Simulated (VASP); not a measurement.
Data:

```
CELL_PARAMETERS angstrom
      0.00000     2.04865     2.04865
      2.04865     0.00000     2.04865
      2.04865     2.04865     0.00000
ATOMIC_POSITIONS crystal
  Au 0.00000 0.00000 0.00000
```

Method: PBE GGA with D3 dispersion (zero damping), VASP's PBE PAW potentials (set 64) (plane waves; VASP). Run with 520 eV cut-off, 17×17×17 Γ-centred mesh, tetrahedra with Blöchl corrections, potentials Au.

Unless said otherwise, spin-orbit coupling is left out, though it shifts the bands of the heavy elements here.

Task: Predict the energy per atom (σ→0), band gap (on the k-mesh) with the smallest direct gap where there is one.

Result: 
- band gap (on the k-mesh) = none (metal, semimetal or under 0.01 eV)
- energy per atom (σ→0) = -3.877 eV/atom

The compound is Au in the fcc structure. It was relaxed first.
